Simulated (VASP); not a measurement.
Output of a VASP run:

File OSZICAR:
```
       N       E                     dE             d eps       ncg     rms          rms(c)
DAV:   1    -0.679749178641E+01   -0.67975E+01   -0.11507E-01   360   0.343E+00    0.896E-02
DAV:   2    -0.679801430991E+01   -0.52252E-03   -0.12240E-03   444   0.392E-01    0.616E-02
DAV:   3    -0.679795612627E+01    0.58184E-04   -0.34298E-05   462   0.633E-02    0.382E-02
DAV:   4    -0.679793877708E+01    0.17349E-04   -0.16871E-05   420   0.341E-02    0.238E-02
DAV:   5    -0.679793579089E+01    0.29862E-05   -0.67970E-06   468   0.222E-02    0.150E-02
DAV:   6    -0.679793583242E+01   -0.41524E-07   -0.18661E-06   336   0.119E-02
   1 F= -.67979358E+01 E0= -.67979358E+01  d E =-.389490E-16
       N       E                     dE             ncg
```

**OUTCAR**
```
------------------------ aborting loop because EDIFF is reached ----------------------------------------
  FORCE on cell =-STRESS in cart. coord.  units (eV):
  Direction    XX          YY          ZZ          XY          YZ          ZX
  --------------------------------------------------------------------------------------
  Total       -0.0496836     -0.0496836     -0.0496836      0.0000000      0.0000000      0.0000000
  in kB       -4.9811957     -4.9811957     -4.9811957      0.0000000      0.0000000      0.0000000
  external PRESSURE =      -4.9811957 kB  Pullay stress =       0.0000000 kB
  volume of cell :       15.98
      direct lattice vectors                 reciprocal lattice vectors
     0.000000000  1.999187238  1.999187238    -0.250101637  0.250101637  0.250101637
     1.999187238  0.000000000  1.999187238     0.250101637 -0.250101637  0.250101637
     1.999187238  1.999187238  0.000000000     0.250101637  0.250101637 -0.250101637
  FREE ENERGIE OF THE ION-ELECTRON SYSTEM (eV)
  ---------------------------------------------------
  free  energy   TOTEN  =        -6.7979358324 eV

  energy  without entropy=       -6.7979358324  energy(sigma->0) =       -6.79793583

  exchange ACFDT corr.  =         0.00000000  see jH, gK, PRB 81, 115126
```
(Selected blocks of OUTCAR.)

**POSCAR**
```
LiH
1
    0.0000000000     1.9991872381     1.9991872381
    1.9991872381     0.0000000000     1.9991872381
    1.9991872381     1.9991872381     0.0000000000
Li H
1 1
Direct
  0.0000000000   0.0000000000   0.0000000000
  0.5000000000   0.5000000000   0.5000000000
```

Task: Write an INCAR and KPOINTS that could have produced this output.

Result: Several could match; the one computed here: the input of the run itself, HSE06 screened hybrid, plane waves, VASP's PBE PAW potentials (set 64).

File KPOINTS_OPT:
```
named points and PBE's band edges
7
Reciprocal
  0.000000   0.000000   0.000000 1 ! GAMMA
  0.500000   0.000000   0.500000 1 ! X
  0.500000   0.500000   0.500000 1 ! L
  0.500000   0.250000   0.750000 1 ! W
  0.375000   0.375000   0.750000 1 ! K
  0.625000   0.250000   0.625000 1 ! U
  0.464290   0.000000   0.464290 1 ! near an edge
```

INCAR:
```
# general
SYSTEM  =LiH
PREC    =Accurate
ENCUT   =520
LREAL   =.FALSE.
LASPH   =.TRUE.
ISYM    =3

# electronic loop
EDIFF   =1E-6
NELM    =60
ALGO    =Normal

# smearing
ISMEAR  =0
SIGMA   =0.05

# functional
GGA     =PE
LHFCALC =.TRUE.
AEXX    =0.25
HFSCREEN=0.2
PRECFOCK=Fast

# ions
ISIF    =2

# output
LWAVE   =.FALSE.
LCHARG  =.FALSE.
```

### KPOINTS
```
Automatic mesh
0
Gamma
8 8 8
0 0 0
```

POTCAR, in this order: Li_sv H (PBE.64 set). Program: vasp_std. Read from the step before: WAVECAR.

The compound is LiH in the rock salt structure. It was relaxed first, which changed the volume by -6 %.
